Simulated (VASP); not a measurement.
Energy against volume of CuI (zinc blende). Level of theory: PBE0 hybrid, VASP's PBE PAW potentials (set 64) (plane waves; VASP). Numerical set-up: 520 eV cut-off, 6×6×6 Γ-centred mesh, Gaussian smearing of 0.050 eV, potentials Cu I.

```csv
V (Å³/atom),E (eV/atom)
26.418,-3.48268
27.261,-3.49354
28.104,-3.49710
28.947,-3.49465
```

Problem. Fit these four points and predict the energy of the run at 25.575 Å³/atom.

Solution. A cubic in V^(−2/3), the third-order Birch-Murnaghan form, passes through the four points with V0 = 28.15 Å³/atom and B0 = 38 GPa, and gives -3.4630 eV/atom there. The run gave -3.4631 eV/atom, -0.1 meV/atom from the fit; all five points give B0 = 38 GPa.

The compound is CuI in the zinc blende structure. It was relaxed first. The cell's shape comes from a PBE relaxation.
